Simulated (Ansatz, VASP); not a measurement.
## Cross-check of Ta2SNO (Ta2NOS MXene monolayer) between VASP and Ansatz

Wanted: the spread between two codes on one cell, functional and k mesh. The cell is taken from a series of runs on this material, whose earlier steps may have relaxed, scaled, displaced or heated it; both programs get it as it stands.

Main program and level: Ansatz 0.2.0; plane waves, with VASP 6.6.1 beside it; single point at PBE with D3(BJ).

## Step 1: Set-up

The cell holds 5 atoms: 1 S, 2 Ta, 1 N and 1 O. Its edges and angles: a = 3.191 Å, b = 3.191 Å, c = 23.021 Å, α = 90.0°, β = 90.0°, γ = 120.0°. Vacuum lies along c.

Structure file:

```cif
data_structure
_symmetry_space_group_name_H-M 'P 1'
_symmetry_Int_Tables_number 1
_cell_length_a 3.1907
_cell_length_b 3.1907
_cell_length_c 23.0210
_cell_angle_alpha 90.000
_cell_angle_beta 90.000
_cell_angle_gamma 120.000
_cell_volume 202.97
loop_
_atom_site_label
_atom_site_type_symbol
_atom_site_fract_x
_atom_site_fract_y
_atom_site_fract_z
_atom_site_occupancy
S1 S 0.33333 0.66667 0.39095 1
Ta2 Ta 0.66667 0.33333 0.46139 1
Ta3 Ta 0.33333 0.66667 0.56346 1
N4 N 0.00000 0.00000 0.51523 1
O5 O 0.66667 0.33333 0.60905 1
```

## Step 2: VASP: single point, PBE with D3(BJ)

With cell and atoms fixed, the geometry can't cause a difference; cores, projectors, grids and the points listed under the comparison can.

Lines of VASP's logs that name or quote its potential files are left out, and so is its time.

The input, INCAR:

```
SYSTEM = Ta2SNO
PREC = Accurate
ENCUT = 520
EDIFF = 1E-06
NELM = 120
ISMEAR = -1
SIGMA = 0.02585
LREAL = .FALSE.
ALGO = Normal
GGA = PE
IVDW = 12
NBANDS = 25
LASPH = .TRUE.
LORBIT = 11
LWAVE = .FALSE.
LCHARG = .FALSE.
ISIF = 2
LDIPOL = .TRUE.
IDIPOL = 3
DIPOL = 0.5 0.5 0.509
LVHAR = .TRUE.
GGA_COMPAT = .FALSE.
NELMDL = -8
KPAR = 2
```

The input, POSCAR:

```
Ta2SNO
1.0
    3.1907417082      0.0000000000      0.0000000000
   -1.5953708541      2.7632633762      0.0000000000
    0.0000000000      0.0000000000     23.0209626781
S Ta N O
1 2 1 1
Direct
    0.3333333333      0.6666666667      0.3909480297
    0.6666666666      0.3333333334      0.4613865278
    0.3333333333      0.6666666667      0.5634648450
    1.0000000000      0.0000000000      0.5152259650
    0.6666666666      0.3333333334      0.6090519703
```

The input, KPOINTS:

```
Automatic mesh
0
Gamma
18 18 1
0 0 0
```

Potentials, in the order of the species: S, Ta_pv, N and O (PBE family, release 64).

Started as:

```bash
$ mpirun -np 2 vasp_std
```

Numbers of over 12 decimals in the logs are rounded to 6 here.

What it wrote:

```text
[banner, memory and clock lines left out]
running    2 mpi-ranks, on    1 nodes
 distrk:  each k-point on    1 cores,    2 groups
 distr:  one band on    1 cores,    1 groups

 POSCAR found type information on POSCAR S TaN O
 POSCAR found :  4 types and       5 ions
 LDA part: xc-table for (Slater+PW92), standard interpolation
 POSCAR, INCAR and KPOINTS ok, starting setup
 FFT: planning ... GRIDC
 FFT: planning ... GRID_SOFT
 FFT: planning ... GRID
 WAVECAR not read
 entering main loop
       N       E                     dE             d eps       ncg     rms          rms(c)
DAV:   1     0.333915826706E+03    0.33392E+03   -0.20050E+04  2146   0.130E+03
DAV:   2    -0.224384363209E+02   -0.35635E+03   -0.35116E+03  2346   0.327E+02
DAV:   3    -0.536001883322E+02   -0.31162E+02   -0.30890E+02  2416   0.952E+01
DAV:   4    -0.544105347302E+02   -0.81035E+00   -0.80763E+00  2427   0.165E+01
DAV:   5    -0.544331987174E+02   -0.22664E-01   -0.22640E-01  2459   0.254E+00
DAV:   6    -0.544341309427E+02   -0.93223E-03   -0.93191E-03  2540   0.523E-01
DAV:   7    -0.544341635636E+02   -0.32621E-04   -0.32615E-04  2475   0.953E-02
DAV:   8    -0.544341653224E+02   -0.17589E-05   -0.17587E-05  2460   0.223E-02    0.338E+01
DAV:   9    -0.484305647146E+02    0.60036E+01   -0.37608E+01  2286   0.394E+01    0.155E+01
DAV:  10    -0.485429243716E+02   -0.11236E+00   -0.97542E+00  2420   0.147E+01    0.768E+00
DAV:  11    -0.490658473164E+02   -0.52292E+00   -0.21655E+01  2462   0.234E+01    0.404E+00
DAV:  12    -0.480619360244E+02    0.10039E+01   -0.10140E+01  2527   0.121E+01    0.723E-01
DAV:  13    -0.480693942152E+02   -0.74582E-02   -0.30112E-01  2287   0.313E+00    0.661E-01
DAV:  14    -0.480689840507E+02    0.41016E-03   -0.14898E-02  2516   0.716E-01    0.464E-01
[...]
DAV:  20    -0.480664055929E+02   -0.12851E-03   -0.57860E-05  2348   0.348E-02    0.118E-02
DAV:  21    -0.480665233524E+02   -0.11776E-03   -0.27336E-05  2237   0.243E-02    0.113E-02
DAV:  22    -0.480665894652E+02   -0.66113E-04   -0.11051E-05  2149   0.146E-02    0.145E-02
DAV:  23    -0.480666323376E+02   -0.42872E-04   -0.54520E-06  2190   0.111E-02    0.101E-02
DAV:  24    -0.480666738024E+02   -0.41465E-04   -0.21386E-06  1652   0.711E-03    0.280E-03
DAV:  25    -0.480666807814E+02   -0.69791E-05   -0.35108E-07  1338   0.344E-03    0.178E-03
DAV:  26    -0.480666870117E+02   -0.62303E-05   -0.41865E-07  1432   0.285E-03    0.701E-04
DAV:  27    -0.480666879983E+02   -0.98663E-06   -0.82198E-08  1254   0.141E-03
   1 F= -.49532561E+02 E0= -.49531805E+02  d E =-.151111E-02
```

OUTCAR, selected parts (step 2):

```text
ion  position               nearest neighbor table
   1  0.333  0.667  0.391-   2 2.45   2 2.45   2 2.45
   2  0.667  0.333  0.461-   4 2.22   4 2.22   4 2.22   1 2.45   1 2.45   1 2.45   3 2.99   3 2.99
                             3 2.99
   3  0.333  0.667  0.563-   5 2.12   5 2.12   5 2.12   4 2.15   4 2.15   4 2.15   2 2.99   2 2.99
                             2 2.99
   4  0.000  0.000  0.515-   3 2.15   3 2.15   3 2.15   2 2.22   2 2.22   2 2.22
   5  0.667  0.333  0.609-   3 2.12   3 2.12   3 2.12

  LATTYP: Found a hexagonal cell.
 ALAT       =     3.1907417082
 C/A-ratio  =     7.2149251752

 Subroutine GETGRP returns: Found  6 space group operations
 (whereof  6 operations were pure point group operations)

The static configuration has the point symmetry C_3v.

 Found     37 irreducible k-points:

   k-points           NKPTS =     37   k-points in BZ     NKDIM =     37   number of bands    NBANDS=     25

   dimension x,y,z NGX =    24 NGY =   24 NGZ =  180
   dimension x,y,z NGXF=    48 NGYF=   48 NGZF=  360

   ENCUT  =  520.0 eV  38.22 Ry    6.18 a.u.   5.93  5.93 42.80*2*pi/ulx,y,z

   NELECT =      39.0000    total number of electrons

 k-points in reciprocal lattice and weights: Automatic mesh
   0.00000000  0.00000000  0.00000000       0.003
   0.05555556 -0.00000000  0.00000000       0.019
   0.11111111 -0.00000000  0.00000000       0.019
   0.16666667 -0.00000000  0.00000000       0.019
   0.22222222 -0.00000000  0.00000000       0.019
   0.27777778  0.00000000  0.00000000       0.019
   0.33333333 -0.00000000  0.00000000       0.019
   0.38888889 -0.00000000  0.00000000       0.019
   0.44444444 -0.00000000  0.00000000       0.019
[...]
0.33333333  0.27777778  0.00000000       0.037
   0.33333333  0.33333333  0.00000000       0.006

 dipolmoment           0.000000      0.000000      0.001536 electrons x Angstroem

 average (electrostatic) potential at core
       1 -92.9397       2 -44.9083       3 -45.7918       4 -71.9519       5 -77.7802

 E-fermi :  -1.1382

 k-point     1 :       0.0000    0.0000    0.0000
  band No.  band energies     occupation
    ...
     17      -2.8030      2.00000
     18      -2.8030      2.00000
     19      -2.3010      2.00000
     20      -2.3010      2.00000
     21      -1.7763      2.00000
     22      -0.1784      0.00000
     23       0.2680      0.00000
     24       0.2680      0.00000
     25       1.9095      0.00000

 k-point     2 :       0.0556   -0.0000    0.0000
  band No.  band energies     occupation
    ...
     17      -3.1308      2.00000
     18      -2.9864      2.00000
     19      -2.2406      2.00000
     20      -2.0637      2.00000
     21      -1.6555      2.00000
     22      -0.1511      0.00000
     23       0.3035      0.00000
     24       0.3518      0.00000
     25       1.7924      0.00000

 k-point     3 :       0.1111   -0.0000    0.0000
  band No.  band energies     occupation
    ...
     17      -3.5403      2.00000
     18      -3.2158      2.00000
     19      -2.4430      2.00000
     20      -1.6905      2.00000
     21      -1.3420      1.99925
     22      -0.0492      0.00000
     23       0.4412      0.00000
     24       0.5390      0.00000
     25       1.6409      0.00000

 Edisp (eV)   -1.46587

  Total       0.22772     0.22772     0.16487    -0.00000     0.00000     0.00000
  in kB       1.79749     1.79749     1.30140    -0.00000     0.00000     0.00000
  external pressure =        1.63 kB  Pullay stress =        0.00 kB

  energy-cutoff  :      520.00
  volume of cell :      202.97
      direct lattice vectors                 reciprocal lattice vectors
     3.190741708  0.000000000  0.000000000     0.313406753  0.180945473  0.000000000
    -1.595370854  2.763263376  0.000000000     0.000000000  0.361890947  0.000000000
     0.000000000  0.000000000 23.020962678     0.000000000  0.000000000  0.043438670

 POSITION                                       TOTAL-FORCE (eV/Angst)
 -----------------------------------------------------------------------------------
     -0.00000      1.84218      9.00000        -0.000000      0.000000     -0.006221
      1.59537      0.92109     10.62156        -0.000000     -0.000000     -0.043032
     -0.00000      1.84218     12.97150        -0.000000      0.000000      0.017110
      0.00000      0.00000     11.86100        -0.000000      0.000000     -0.031183
      1.59537      0.92109     14.02096         0.000000      0.000000      0.063326
 -----------------------------------------------------------------------------------
    total drift:                                0.000001     -0.000000     -0.000327

  FREE ENERGIE OF THE ION-ELECTRON SYSTEM (eV)
  ---------------------------------------------------
  free  energy   TOTEN  =       -49.5325607332 eV

  energy  without entropy=      -49.5310496226  energy(sigma->0) =      -49.53180518

 vacuum level on the upper side and lower side of the slab         3.945         3.912

 total charge
# of ion       s       p       d       tot
------------------------------------------
    1        1.357   2.400   0.000   3.758
    2        0.293   6.224   2.427   8.943
    3        0.290   6.245   2.298   8.833
    4        1.241   2.532   0.000   3.773
    5        1.564   3.455   0.000   5.019
--------------------------------------------------
tot          4.745  20.855   4.726  30.326

[... 3 further parts left out ...]
```

## Step 3: Ansatz: single point, PBE with D3(BJ)

Ansatz runs on its PAW soft_1 files.

The same cell, functional, mesh and smearing now go to Ansatz, which takes its cutoff from its data sets.

The input, input.yaml:

```yaml
crystal:
  lattice:
    - [3.1907417082, 0.0, 0.0]
    - [-1.5953708541, 2.7632633762, 0.0]
    - [0.0, 0.0, 23.0209626781]
  atoms:
    - { symbol: S, position: [0.3333333333, 0.6666666667, 0.3909480297] }
    - { symbol: Ta, position: [0.6666666667, 0.3333333333, 0.4613865278] }
    - { symbol: "N", position: [0.0, 0.0, 0.515225965] }
    - { symbol: Ta, position: [0.3333333333, 0.6666666667, 0.563464845] }
    - { symbol: O, position: [0.6666666667, 0.3333333333, 0.6090519703] }
kpoints:
  mp_grid: { grid: [18, 18, 1] }
  band_path:
    path: [[0, 0, 0], [0.5, 0, 0], [0.33333333, 0.33333333, 0], [0, 0, 0]]
    npoints: 16
hamiltonian:
  xc: pbe
  dispersion: d3bj
  pseudopotentials: { kind: paw, azcp: { folder: soft_1 } }
scf:
  occupations: { method: fermi_dirac, width: 0.02585 }
  convergence: { dr2_threshold: 1.0e-10 }
efield:
  axis: 3
  dipole_correction: true
  ramp_position: 0.97
  ramp_width: 0.06
  amplitude: 0
output:
  dos: { projected: true, e_range: [-6, 5] }
  write_potential: true
  write_density: true
  volumetric_format: npy
  elf: true
```

Started as:

```bash
$ ansatz run input.yaml --threads 2 --pin off --max-ram 3072MiB --backend cpu --events-out ev --progress --plain --runs-dir out
```

What it wrote:

```text
Engine: ansatz 0.2.0, aarch64-unknown-linux-gnu
Pseudopotentials: kind: paw
Pseudopotential: S, paw, valence charge 6, recommended cutoff 420 eV (normal), soft_1/S.paw.azcp
Pseudopotential: Ta, paw, valence charge 13, recommended cutoff 420 eV (normal), soft_1/Ta.paw.azcp
Pseudopotential: N, paw, valence charge 5, recommended cutoff 420 eV (normal), soft_1/N.paw.azcp
Pseudopotential: O, paw, valence charge 6, recommended cutoff 420 eV (normal), soft_1/O.paw.azcp
Functional definition: PBE
  parameter kappa = 0.804
  parameter beta = 0.066725
  exchange = pbe_x(kappa = kappa, mu = beta*pi^2/3)
  correlation = pbe_c(beta = beta)
Crystal: 5 atoms, lattice volume = 202.973 Å³
Basis set: ecut = 420 eV, 4013 PW (Γ)
Bands: 27, of which v1, the nominal top of the filled ones, is band 22 counted from 1 (21 counted from 0)
Symmetry: 6 space group operations
Space group: P3m1 (ITA 156), of the structure as read, at distance tolerance 5.9e-5 Å
k-points: 37 of 324 (time reversal used)
Non-local potential: S, projectors of the file, l = 0: 2, l = 1: 2, l = 2: 1
Non-local potential: Ta, projectors of the file, l = 0: 3, l = 1: 2, l = 2: 2, l = 3: 1
Non-local potential: N, projectors of the file, l = 0: 2, l = 1: 2, l = 2: 1
Non-local potential: O, projectors of the file, l = 0: 2, l = 1: 2, l = 2: 1
PAW form: soft (Blöchl's): semilocal exchange-correlation on the pseudo side does not see the compensation charge
PAW one-centre angular grid: S, 110 points (default); XC on 64 Gauss nodes
PAW one-centre angular grid: Ta, 590 points (default); XC on 64 Gauss nodes
PAW one-centre angular grid: N, 110 points (default); XC on 64 Gauss nodes
PAW one-centre angular grid: O, 110 points (default); XC on 64 Gauss nodes
Initial density: superposition of atomic densities (neutral atoms: chi_scale 0, normalization atom)
Initial wavefunctions: pseudopotential atomic-orbital guess
Functional: x = pbe(κ = 0.804, μ = 0.219515), c = pbe(β = 0.066725)
SCF iter   1: F=—  HF=-21729.785667 eV  |F-HF|=—  |Δ(HF+E_count)|=         —  Δρ=7.64e-2  dr2=1.43e1  ethr=3.10e-3  p=-0.000 e·Å  D=-1.10e-6 V/Å  ΔV_dip=0.00 eV  dr2_dipole=7.12e-3  V_vac-E_F(+/−)=6.33/6.33 eV  ⟨swp⟩=10.4  Hψ=6413  notcnv=0
efield: sawtooth ramp at fractional position 0.9700 (set: `efield.ramp_position`, or a place that a band, a saddle search or an elastic batch's reference lends), width 0.0600; the density the first Hamiltonian is built on has a dipole p = -0.000 e·Å; the dipole correction subtracts the counter field D = -1.10e-6 V/Å, which shifts the + side's vacuum level by +0.00 eV against the − side's; the planar-averaged density in the ramp window peaks in size at 2.7e-6 e/Å³
preconditioner: auto → LDOS  [insulator: Δε(μ)=0.113 eV  Ē_g=11.029 eV  σ=0.026 eV  W_gap=0.59  n_scr=14 (ndim 8)  ℏωp=13.5 eV  f_vac=0.640  D(μ)=1.32/eV (n_scr^D=6)  ε∞_Penn≈2.5  β→1.0]
SCF iter   2: F=—  HF=-21729.592280 eV  |F-HF|=—  |Δ(HF+E_count)|=   1.93e-1  Δρ=9.60e-2  dr2=1.69e1  ethr=3.10e-3  p=-0.004 e·Å  D=-3.76e-3 V/Å  ΔV_dip=0.09 eV  dr2_dipole=1.20e-1  V_vac-E_F(+/−)=3.89/3.81 eV  ⟨swp⟩=5.1  Hψ=3235  notcnv=0  defer=27
SCF iter   3: F=—  HF=-21726.004303 eV  |F-HF|=—  |Δ(HF+E_count)|=    3.59e0  Δρ=8.85e-3  dr2=9.27e-2  ethr=3.10e-3  p=0.005 e·Å  D=4.80e-3 V/Å  ΔV_dip=-0.11 eV  dr2_dipole=1.18e-4  V_vac-E_F(+/−)=4.97/5.08 eV  ⟨swp⟩=4.5  Hψ=2861  notcnv=0  defer=27
SCF iter   4: F=—  HF=-21726.010650 eV  |F-HF|=—  |Δ(HF+E_count)|=   6.35e-3  Δρ=4.04e-3  dr2=4.52e-2  ethr=2.16e-4  p=-0.001 e·Å  D=-1.07e-3 V/Å  ΔV_dip=0.02 eV  dr2_dipole=2.25e-5  V_vac-E_F(+/−)=5.17/5.14 eV  ⟨swp⟩=3.0  Hψ=2101  notcnv=0  defer=27
SCF iter   5: F=—  HF=-21726.003208 eV  |F-HF|=—  |Δ(HF+E_count)|=   7.44e-3  Δρ=1.05e-3  dr2=7.95e-3  ethr=1.05e-4  p=-0.004 e·Å  D=-3.37e-3 V/Å  ΔV_dip=0.08 eV  dr2_dipole=1.72e-3  V_vac-E_F(+/−)=5.07/4.99 eV  ⟨swp⟩=2.4  Hψ=1720  notcnv=0  defer=26
SCF iter   6: F=—  HF=-21726.002209 eV  |F-HF|=—  |Δ(HF+E_count)|=   9.99e-4  Δρ=5.69e-4  dr2=7.32e-4  ethr=1.85e-5  p=0.001 e·Å  D=1.10e-3 V/Å  ΔV_dip=-0.03 eV  dr2_dipole=5.51e-6  V_vac-E_F(+/−)=5.05/5.08 eV  ⟨swp⟩=2.6  Hψ=1610  notcnv=0  defer=26
SCF iter   7: F=—  HF=-21726.002234 eV  |F-HF|=—  |Δ(HF+E_count)|=   2.53e-5  Δρ=2.11e-4  dr2=1.66e-4  ethr=1.70e-6  p=0.002 e·Å  D=1.66e-3 V/Å  ΔV_dip=-0.04 eV  dr2_dipole=1.80e-6  V_vac-E_F(+/−)=5.03/5.07 eV  ⟨swp⟩=2.3  Hψ=1593  notcnv=0  defer=26
SCF iter   8: F=—  HF=-21726.002219 eV  |F-HF|=—  |Δ(HF+E_count)|=   1.50e-5  Δρ=6.96e-5  dr2=2.19e-5  ethr=3.86e-7  p=0.002 e·Å  D=1.49e-3 V/Å  ΔV_dip=-0.03 eV  dr2_dipole=2.02e-7  V_vac-E_F(+/−)=5.04/5.08 eV  ⟨swp⟩=2.5  Hψ=1476  notcnv=0  defer=26
SCF iter   9: F=—  HF=-21726.002220 eV  |F-HF|=—  |Δ(HF+E_count)|=   5.43e-7  Δρ=1.87e-5  dr2=1.17e-6  ethr=5.10e-8  p=0.002 e·Å  D=1.44e-3 V/Å  ΔV_dip=-0.03 eV  dr2_dipole=1.39e-7  V_vac-E_F(+/−)=5.04/5.07 eV  ⟨swp⟩=2.2  Hψ=1457  notcnv=0  defer=26
SCF iter  10: F=—  HF=-21726.002119 eV  |F-HF|=—  |Δ(HF+E_count)|=   1.00e-4  Δρ=5.65e-6  dr2=4.91e-8  ethr=2.72e-9  p=0.002 e·Å  D=1.41e-3 V/Å  ΔV_dip=-0.03 eV  dr2_dipole=1.78e-9  V_vac-E_F(+/−)=5.04/5.07 eV  ⟨swp⟩=2.2  Hψ=1727  notcnv=0  defer=26
SCF iter  11: F=—  HF=-21726.002119 eV  |F-HF|=—  |Δ(HF+E_count)|=   4.76e-8  Δρ=1.69e-6  dr2=3.26e-9  ethr=1.14e-10  p=0.002 e·Å  D=1.41e-3 V/Å  ΔV_dip=-0.03 eV  dr2_dipole=7.78e-11  V_vac-E_F(+/−)=5.04/5.07 eV  ⟨swp⟩=2.8  Hψ=2054  notcnv=0  defer=26
SCF iter  12: F=—  HF=-21726.002119 eV  |F-HF|=—  |Δ(HF+E_count)|=   4.61e-9  Δρ=3.17e-7  dr2=1.77e-10  ethr=7.59e-12  p=0.002 e·Å  D=1.41e-3 V/Å  ΔV_dip=-0.03 eV  dr2_dipole=1.41e-11  V_vac-E_F(+/−)=5.04/5.07 eV  ⟨swp⟩=2.4  Hψ=1730  notcnv=0  defer=26
SCF iter  13: F=-21726.002119 eV  HF=-21726.002119 eV  |F-HF|=1.46e-11  |Δ(HF+E_count)|=  2.91e-11  Δρ=8.72e-8  dr2=1.07e-11  ethr=1.00e-12  p=0.002 e·Å  D=1.41e-3 V/Å  ΔV_dip=-0.03 eV  dr2_dipole=9.20e-13  V_vac-E_F(+/−)=5.04/5.07 eV  ⟨swp⟩=10.6  Hψ=3626  notcnv=0
SCF 1 converged in 13 iterations: F = -21726.002119 eV  dr2 = 1.07e-11
  greatest PAW one-centre occupation: 0.999 electrons in one spin orbital (limit 2), on the Ta atom at site 3 (counted from 0), in its partial waves of l = 0
NSCF: frozen V_eff on 49 k-points
efield: sawtooth ramp at fractional position 0.9700 (kept from the solve that this one continues, or follows in the run), width 0.0600; the density the first Hamiltonian is built on has a dipole p = 0.002 e·Å; the dipole correction subtracts the counter field D = 1.41e-3 V/Å, which shifts the + side's vacuum level by -0.03 eV against the − side's; the planar-averaged density in the ramp window peaks in size at 3.2e-6 e/Å³
WARN: The output density's exchange-correlation potential varies sharply where the density is thin. Do not read a vacuum level from v_tot or v_xc, or from such a field of the output density. On a cell that repeats whose density bears no net charge and no dipole along the vacuum's axis use v_es (v_loc + v_h of the components); under efield.dipole_correction with no amplitude use v_es + v_field, which holds any externa [...]
SCF converged after 13 iterations
Free energy (F): -21726.002119 eV
Harris-Foulkes:  -21726.002119 eV  (|F-HF|=1.46e-11)
Internal energy: -21726.000601 eV  (E = F + TS)
E sigma→0 (E₀):  -21726.001360 eV
Entropy (-TS):   -0.001519 eV (-0.304 meV/atom)
Fermi energy:    1.520872 eV
Dipole field:    D = 0.001407 V/Å  (p = 0.001579 e·Å, saw-weighted, corrected)
Work function:   Φ+ = 5.0405 eV   Φ− = 5.0729 eV
Levels:          The Fermi level and band energies are counted from a zero that moves with the ramp; work functions are not
--- Per-component energies (eV) ---
  E_band       = -844.530142
  E_kinetic    = 1191.114797
  E_local      = -42363.496367  (includes V_loc(G=0)·N_el)
  E_nonlocal   = 100.569541
  E_hartree    = 20612.401616
  E_xc         = -863.644051
  E_vxc        = -718.394639  (∫ρ·V_xc dr)
  E_paw        = -17508.609325  (= ΣΔE_a)
  E_vpaw       = -279.115370  (= ΣTr[D̂ρ^β])
  E_aug_tail   = 0.001753  (compensation charges beyond the density's cutoff)
  E_efield     = 0.000001  (sawtooth field / dipole correction)
  E_vefield    = -0.012932  (∫n·V_field dr)
  E_ewald      = 17107.127476
  E_disp       = -1.466042  (pairwise vdW)
  E_smearing   = -0.001519  (= −TS)
  E_closure    = -0.000000  (closes the sum)
  Σ components = -21726.002119   (vs F -21726.002119, Δ=0.00e0)
--- Band table (eV; the first three rows and the last of 37) ---
  k-point 0: bands = [... 18 lower, -0.1486, -0.1486, 0.3656, 0.3656, 0.8882, 2.4750, 2.9381, 2.9381, ... 1 higher]
  k-point 1: bands = [... 18 lower, -0.4711, -0.3280, 0.4236, 0.5989, 1.0062, 2.5054, 2.9737, 3.0192, ... 1 higher]
  k-point 2: bands = [... 18 lower, -0.8781, -0.5554, 0.2212, 0.9703, 1.3158, 2.6118, 3.1113, 3.2023, ... 1 higher]
  k-point 36: bands = [... 18 lower, -2.8966, -2.3568, 1.0850, 1.8102, 2.0691, 3.7552, 4.1100, 4.4547, ... 1 higher]
```

## Step 4: Differences

Known differences besides the potentials themselves: the data sets hold 43 valence electrons in Ansatz (on its PAW soft_1 files) and 39 in VASP; the cutoff is 420 eV in Ansatz and 520 eV in VASP. Total energies have different zeros and are not compared.

The two programs side by side:

| quantity | Ansatz | VASP | difference |
| --- | --- | --- | --- |
| work function, lower of the two faces (eV) | 5.04 | 5.05 | -0.01 |
| work function, higher of the two faces (eV) | 5.07 | 5.08 | -0.01 |

With vacuum in the cell, a pressure given here is an average over mostly empty space and none of the material.

## Step 5: Outcome

| Item | Value |
| --- | --- |
| difference in work function, higher of the two faces (single point, PBE with D3(BJ)) | -0.010 eV |

**Reading.** The difference in work function, higher of the two faces is -0.010 eV (single point, PBE with D3(BJ)). The data sets hold unlike numbers of valence electrons (43 in Ansatz and 39 in VASP), so part of the differences comes from the potentials. Such differences can come from data sets, numerical settings and the points named under the comparisons, not from the functional's error against experiment.

[Lines on the potential files, build, host, timing and source positions are cut from VASP's logs without a mark.]

[Logs are printed without paths, hosts, clocks, repeated set-up lines and the standing remarks that a program may print on its own settings, such as how far it seeks lower states.]

[Hosts, paths, dates, database ids (printed as entryN), source tags and the programs' standing remarks are cut or masked in the printed files.]
